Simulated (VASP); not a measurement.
# Lattice vibrations of Si2Ni, part 3 of 3

Wanted: whether Si2Ni is dynamically stable, and its vibrational spectrum. The start is a cell from a database of measured crystal structures.

VASP 6.6.1, plane waves and PAW; the level of theory is named at each step.

So far. Step 2 (Relax the host): The run ended after 3 ionic steps, 0.014 eV below its first step, once forces and stress met EDIFFG = -0.02. Step 3 (Tight relaxation): The run ended after 4 ionic steps, 0.000 eV below its first step, once forces and stress met EDIFFG = -0.002.

## Step 4: Force constants in the supercell (continued)

Level of this step: LDA, spin-polarised from a ferromagnetic start; plane waves and PAW (Ni, Si) (VASP).

OUTCAR, selected parts (step 4):

```text
   k-points           NKPTS =     10   k-points in BZ     NKDIM =     10   number of bands    NBANDS=    108

   ENCUT  =  350.0 eV  25.72 Ry    5.07 a.u.  11.54 11.54 11.54*2*pi/ulx,y,z

   NELECT =     144.0000    total number of electrons

 E-fermi :  10.8341

 spin component 1
 k-point     1 :       0.0000    0.0000    0.0000
  band No.  band energies     occupation
    ...
     69       9.3367      1.00000
     70      10.4083      1.00516
     71      10.4083      1.00516
     72      10.4083      1.00516
     73      10.6909      0.96524
     74      12.1439     -0.00000
     75      12.1480     -0.00000
     76      12.1516     -0.00000
     77      12.5717     -0.00000
     78      12.5721     -0.00000
    ...

 k-point     2 :       0.2000    0.0000    0.0000
  band No.  band energies     occupation
    ...
     69       9.6163      1.00000
     70      10.2853      1.00036
     71      10.5980      1.03513
     72      10.5991      1.03505
     73      10.5991      1.03505
     74      11.5194     -0.00001
     75      11.7690     -0.00000
     76      11.7710     -0.00000
     77      11.7761     -0.00000
     78      11.8818     -0.00000
    ...

 POSITION                                       TOTAL-FORCE (eV/Angst)
 -----------------------------------------------------------------------------------
      0.00000      0.00000      0.00000         0.003437     -0.002783     -0.002783
      2.67514      2.67514      0.00000         0.003440     -0.002754      0.002754
      2.67514      0.00000      2.67514         0.003440      0.002754     -0.002754
      5.35028      2.67514      2.67514        -0.022881      0.017808      0.017808
      0.00000      2.67514      2.67514         0.003437      0.002783      0.002783
      2.67514      5.35028      2.67514        -0.023508      0.018776     -0.018776
      2.67514      2.67514      5.35028        -0.023508     -0.018776      0.018776
      5.35028      5.35028      5.35028        -0.022881     -0.017808     -0.017808
      3.99771      4.01271      4.01271         0.159985     -0.000000     -0.000000
      6.68785      6.68785      4.01271        -0.007266     -0.013377     -0.000009
      6.68785      4.01271      6.68785        -0.007266     -0.000009     -0.013377
      9.36300      6.68785      6.68785         0.003693     -0.000000     -0.000000
      4.01271      6.68785      6.68785         0.003717     -0.000000     -0.000000
      6.68785      9.36300      6.68785        -0.007266      0.000009      0.013377
      6.68785      6.68785      9.36300        -0.007266      0.013377      0.000009
      9.36300      9.36300      9.36300        -0.007151     -0.000000     -0.000000
      1.33757      1.33757      1.33757        -0.000301     -0.000000     -0.000000
      4.01271      4.01271      1.33757         0.004001     -0.003633      0.000101
      4.01271      1.33757      4.01271         0.004001      0.000101     -0.003633
      6.68785      4.01271      4.01271        -0.027614     -0.000000     -0.000000
      1.33757      4.01271      4.01271        -0.029327     -0.000000     -0.000000
      4.01271      6.68785      4.01271         0.004001     -0.000101      0.003633
      4.01271      4.01271      6.68785         0.004001      0.003633     -0.000101
      6.68785      6.68785      6.68785        -0.010918     -0.000000     -0.000000
 -----------------------------------------------------------------------------------
    total drift:                                0.000053      0.000000     -0.000000

  FREE ENERGIE OF THE ION-ELECTRON SYSTEM (eV)
  ---------------------------------------------------
  free  energy   TOTEN  =      -159.2105739736 eV

  energy  without entropy=     -159.2042077454  energy(sigma->0) =     -159.20845190

 Eigenvectors and eigenvalues of the dynamical matrix
 ----------------------------------------------------

   1 f  =   12.596489 THz    79.146075 2PiTHz  420.173650 cm-1    52.094870 meV
[...]
2.675142  2.675142  5.350284    -0.000000   -0.000000    0.000000
      5.350284  5.350284  5.350284     0.000000   -0.000000   -0.000000
      4.012713  4.012713  4.012713    -0.222361   -0.114098    0.006111
      6.687855  6.687855  4.012713     0.222361    0.114098    0.006111
      6.687855  4.012713  6.687855     0.222361   -0.114098   -0.006111
      9.362997  6.687855  6.687855    -0.222361    0.114098   -0.006111
      4.012713  6.687855  6.687855    -0.222361    0.114098   -0.006111
      6.687855  9.362997  6.687855     0.222361   -0.114098   -0.006111
      6.687855  6.687855  9.362997     0.222361    0.114098    0.006111
      9.362997  9.362997  9.362997    -0.222361   -0.114098    0.006111
      1.337571  1.337571  1.337571     0.222361    0.114098   -0.006111
      4.012713  4.012713  1.337571    -0.222361   -0.114098   -0.006111
      4.012713  1.337571  4.012713    -0.222361    0.114098    0.006111
      6.687855  4.012713  4.012713     0.222361   -0.114098    0.006111
      1.337571  4.012713  4.012713     0.222361   -0.114098    0.006111
      4.012713  6.687855  4.012713    -0.222361    0.114098    0.006111
      4.012713  4.012713  6.687855    -0.222361   -0.114098   -0.006111
      6.687855  6.687855  6.687855     0.222361    0.114098   -0.006111

   4 f  =   11.939862 THz    75.020366 2PiTHz  398.270928 cm-1    49.379280 meV
             X         Y         Z           dx          dy          dz
      0.000000  0.000000  0.000000    -0.000000    0.000000    0.000000
      2.675142  2.675142  0.000000    -0.000000    0.000000   -0.000000
      2.675142  0.000000  2.675142     0.000000   -0.000000    0.000000
      5.350284  2.675142  2.675142     0.000000   -0.000000   -0.000000
      0.000000  2.675142  2.675142     0.000000   -0.000000   -0.000000
      2.675142  5.350284  2.675142     0.000000   -0.000000    0.000000
      2.675142  2.675142  5.350284    -0.000000   -0.000000   -0.000000
      5.350284  5.350284  5.350284    -0.000000    0.000000    0.000000
      4.012713  4.012713  4.012713     0.155658    0.242991    0.001785
      6.687855  6.687855  4.012713    -0.242991   -0.155658   -0.007503
      6.687855  4.012713  6.687855    -0.001785   -0.007503   -0.155658
      9.362997  6.687855  6.687855     0.007503    0.001785    0.242991
      4.012713  6.687855  6.687855    -0.007503   -0.001785   -0.242991
      6.687855  9.362997  6.687855     0.001785    0.007503    0.155658
      6.687855  6.687855  9.362997     0.242991    0.155658    0.007503
      9.362997  9.362997  9.362997    -0.155658   -0.242991   -0.001785
      1.337571  1.337571  1.337571     0.155658    0.242991    0.001785
      4.012713  4.012713  1.337571    -0.242991   -0.155658   -0.007503
      4.012713  1.337571  4.012713    -0.001785   -0.007503   -0.155658
      6.687855  4.012713  4.012713     0.007503    0.001785    0.242991
      1.337571  4.012713  4.012713    -0.007503   -0.001785   -0.242991
      4.012713  6.687855  4.012713     0.001785    0.007503    0.155658
      4.012713  4.012713  6.687855     0.242991    0.155658    0.007503
      6.687855  6.687855  6.687855    -0.155658   -0.242991   -0.001785

   5 f  =   11.939862 THz    75.020366 2PiTHz  398.270928 cm-1    49.379280 meV
             X         Y         Z           dx          dy          dz
      0.000000  0.000000  0.000000    -0.000000   -0.000000    0.000000
      2.675142  2.675142  0.000000     0.000000    0.000000   -0.000000
      2.675142  0.000000  2.675142     0.000000    0.000000   -0.000000
      5.350284  2.675142  2.675142     0.000000   -0.000000    0.000000
      0.000000  2.675142  2.675142     0.000000   -0.000000    0.000000
      2.675142  5.350284  2.675142    -0.000000    0.000000   -0.000000
    [... 1824 further lines ...]
      4.012713  6.687855  4.012713    -0.002771   -0.000151    0.174879
      4.012713  4.012713  6.687855    -0.002771   -0.000151    0.174879
      6.687855  6.687855  6.687855    -0.002771   -0.000151    0.174879

 ELASTIC MODULI CONTR FROM IONIC RELAXATION (kBar)
 Direction    XX          YY          ZZ          XY          YZ          ZX
 --------------------------------------------------------------------------------
 XX           0.0000      0.0000      0.0000      0.0000      0.0000      0.0000
 YY           0.0000      0.0000      0.0000      0.0000      0.0000      0.0000
 ZZ           0.0000      0.0000      0.0000      0.0000      0.0000      0.0000
 XY           0.0000      0.0000      0.0000      0.0000      0.0000      0.0000
 YZ           0.0000      0.0000      0.0000      0.0000      0.0000      0.0000
 ZX           0.0000      0.0000      0.0000      0.0000      0.0000      0.0000
 --------------------------------------------------------------------------------

[... 1 part as in an earlier step ...]

[... 13 further parts left out ...]
```

CONTCAR:

```
Si2Ni
   1.00000000000000
     0.0000000000000000    5.3502837410000001    5.3502837410000001
     5.3502837410000001    0.0000000000000000    5.3502837410000001
     5.3502837410000001    5.3502837410000001    0.0000000000000000
  Ni              Si
     8    16
Direct
     0.0000000000000000    0.0000000000000000    0.0000000000000000
     0.0000000000000000    0.0000000000000000    0.5000000000000000
     0.0000000000000000    0.5000000000000000    0.0000000000000000
     0.0000000000000000    0.5000000000000000    0.5000000000000000
     0.5000000000000000    0.0000000000000000    0.0000000000000000
     0.5000000000000000    0.0000000000000000    0.5000000000000000
     0.5000000000000000    0.5000000000000000    0.0000000000000000
     0.5000000000000000    0.5000000000000000    0.5000000000000000
     0.3764017948137081    0.3735982051862921    0.3735982051862920
     0.3750000000000000    0.3750000000000000    0.8750000000000000
     0.3750000000000000    0.8750000000000000    0.3750000000000000
     0.3750000000000000    0.8750000000000000    0.8750000000000000
     0.8750000000000000    0.3750000000000000    0.3750000000000000
     0.8750000000000000    0.3750000000000000    0.8750000000000000
     0.8750000000000000    0.8750000000000000    0.3750000000000000
     0.8750000000000000    0.8750000000000000    0.8750000000000000
     0.1250000000000000    0.1250000000000000    0.1250000000000000
     0.1250000000000000    0.1250000000000000    0.6250000000000000
     0.1250000000000000    0.6250000000000000    0.1250000000000000
     0.1250000000000000    0.6250000000000000    0.6250000000000000
     0.6250000000000000    0.1250000000000000    0.1250000000000000
     0.6250000000000000    0.1250000000000000    0.6250000000000000
     0.6250000000000000    0.6250000000000000    0.1250000000000000
     0.6250000000000000    0.6250000000000000    0.6250000000000000
```

The magnetic state follows from one typed start and may not be the lowest. The last energy, forces, stress and levels in OUTCAR belong to the last displaced cell, not to the cell of POSCAR.

This step gave:

```
electrons          : 144
lowest frequency   : 1.17e-6 cm⁻¹
highest frequency  : 420.2 cm⁻¹
dynamically stable : yes
zero point energy  : 51.88 meV/atom
heat capacity 300  : 21.27 J/K/mol of atoms
entropy 300        : 21.69 J/K/mol of atoms
```

No long-range dipole term. Phonon branches along the path, in cm⁻¹:

```
          point  branch 1  branch 2  branch 3  branch 4  branch 5  branch 6  branch 7  branch 8  branch 9
              Γ         0         0         0       316       316       316       344       344       344
0.47 of the way        98        98       188       288       288       314       364       375       375
              X       145       145       254       254       256       261       389       389       420
0.47 of the way       158       160       228       253       266       292       378       391       417
              W       173       196       196       254       272       342       342       397       410
0.47 of the way       154       196       209       256       269       325       361       393       411
              K       137       200       217       260       262       318       380       380       412
0.47 of the way        97       131       213       290       303       336       345       373       387
              Γ         0         0         0       316       316       316       344       344       344
0.47 of the way        78        78       183       311       311       318       347       347       383
              L       108       108       270       305       305       354       354       356       398
0.47 of the way       118       151       251       285       286       346       366       376       395
              U       137       200       217       260       262       318       380       380       412
0.47 of the way       151       197       211       257       268       323       364       392       411
              W       173       196       196       254       272       342       342       397       410
0.47 of the way       129       167       239       276       279       347       357       391       393
              L       108       108       270       305       305       354       354       356       398
0.47 of the way       118       151       251       285       286       346       366       376       395
              K       137       200       217       260       262       318       380       380       412
      jump to U       137       200       217       260       262       318       380       380       412
0.53 of the way       143       162       236       255       260       282       387       387       418
              X       145       145       254       254       256       261       389       389       420
```

The phonon branches as a text plot (rows in cm⁻¹):

```
    411 |      ************                   ******        *****
    394 |     ***********  ***        ********  ************   **
    376 |   ***    *    ***  ***     *      ****      *   *****
    359 | ***       ** *   **  **  **  ******   **  *******
    341 |***          *   *  ** *********   **    ****     **
    324 |** *        * ***    ******  *       ****           *
    306 |*** *      *        * *** ********            ***    *
    289 |   ***    *        ***            **        **   **   *
    271 |     *** **********             *** ** *****  ***  **
    254 |       *********               *   *  *****  *   ** ****
    236 |      *  **       **          *     *       *      *  *
    219 |     *     *   ***  *                ***  **        **
    201 |    *       ******           *       *****          *
    184 |            *        *              *     **       * *
    166 |   *       ***    **        *           **  *     *   *
    149 |       ****   *       *            *   *  **          **
    131 |      *        ***  *             * ***     **   * ***
    114 |  * **            **       *    ****         ******
     96 | *                  ** *      **
     79 |   *                 **      *
     61 |  *                   *   * *
     44 | *                     *   *
     26 |*                       * *
      9 |*                       **
         Γ       X    W  K        Γ      L     U  W     L   K|U X
```

The phonon density of states has structure finer than the step of the table below, so its rows give means over 20 cm⁻¹, whole bins alone (the curve runs from -42.0 to 462 cm⁻¹). Peaks (cm⁻¹: height): 116.7: 0.0263, 230.1: 0.042, 272.9: 0.0520, 393.8: 0.113.

Table of phonon density of states by frequency; means over each step:

```
frequency (cm⁻¹)  phonon density of states (states/cm⁻¹/cell)
               0                                       5.9e-6
              20                                       2.2e-4
              40                                      0.00101
              60                                      0.00260
              80                                      0.00580
             100                                       0.0146
             120                                       0.0260
             140                                       0.0248
             160                                       0.0154
             180                                       0.0114
             200                                      0.00678
             220                                       0.0187
             240                                       0.0183
             260                                       0.0271
             280                                       0.0454
             300                                       0.0380
             320                                       0.0225
             340                                       0.0252
             360                                       0.0445
             380                                       0.0535
             400                                       0.0429
             420                                      0.00552
             440                                            0
```

The heat capacity at constant volume by temperature:

| temperature (K) | heat capacity at constant volume (J/K/mol of atoms) |
| --- | --- |
| 0 | 0 |
| 25 | 0.367 |
| 50 | 2.41 |
| 75 | 5.39 |
| 100 | 8.70 |
| 125 | 11.7 |
| 150 | 14.2 |
| 200 | 17.8 |
| 225 | 19.0 |
| 250 | 19.9 |
| 275 | 20.7 |
| 300 | 21.3 |
| 325 | 21.8 |
| 350 | 22.2 |
| 375 | 22.5 |
| 400 | 22.8 |
| 425 | 23.0 |
| 450 | 23.2 |
| 475 | 23.4 |
| 525 | 23.6 |
| 550 | 23.8 |
| 575 | 23.8 |
| 600 | 23.9 |
| 625 | 24.0 |
| 650 | 24.1 |
| 675 | 24.1 |
| 700 | 24.2 |
| 725 | 24.2 |
| 750 | 24.3 |
| 775 | 24.3 |
| 800 | 24.4 |
| 850 | 24.4 |
| 875 | 24.5 |
| 900 | 24.5 |
| 925 | 24.5 |
| 950 | 24.5 |
| 975 | 24.6 |
| 1000 | 24.6 |

Vibrational entropy against temperature:

temperature (K), vibrational entropy (J/K/mol of atoms) and a bar:
```
        0        0.0 
       50        0.9 #
      100        4.4 ###
      150        9.1 #####
      200       13.7 ########
      250       17.9 ###########
      275       19.9 ############
      325       23.4 ##############
      375       26.6 ################
      425       29.4 ##################
      475       32.0 ###################
      525       34.4 #####################
      575       36.5 ######################
      625       38.5 #######################
      675       40.4 ########################
      725       42.1 #########################
      750       42.9 ##########################
      800       44.5 ###########################
      850       46.0 ############################
      900       47.4 ############################
      950       48.7 #############################
     1000       50.0 ##############################
```

## Step 5: What came out

| Property | Result |
| --- | --- |
| highest frequency | 420 cm⁻¹ |
| lowest frequency | 1.2e-6 cm⁻¹ |
| zero point energy | 51.9 meV/atom |
| heat capacity 300 | 21.3 J/K/mol of atoms |
| entropy 300 | 21.7 J/K/mol of atoms |

The spectrum reaches 420 cm⁻¹, and its lowest point lies at 0 cm⁻¹. No mode is imaginary, so the structure is a local minimum as far as this supercell can tell. Frequencies between the wave vectors that fit the supercell are interpolated.

[Lines on the potential files, build, host, timing and source positions are cut from VASP's logs without a mark.]

[Logs are printed without paths, hosts, clocks, repeated set-up lines and the standing remarks that a program may print on its own settings, such as how far it seeks lower states.]

[Hosts, paths, dates, database ids (printed as entryN), source tags and the programs' standing remarks are cut or masked in the printed files.]

[Runs that stopped without an error message from VASP are left out.]
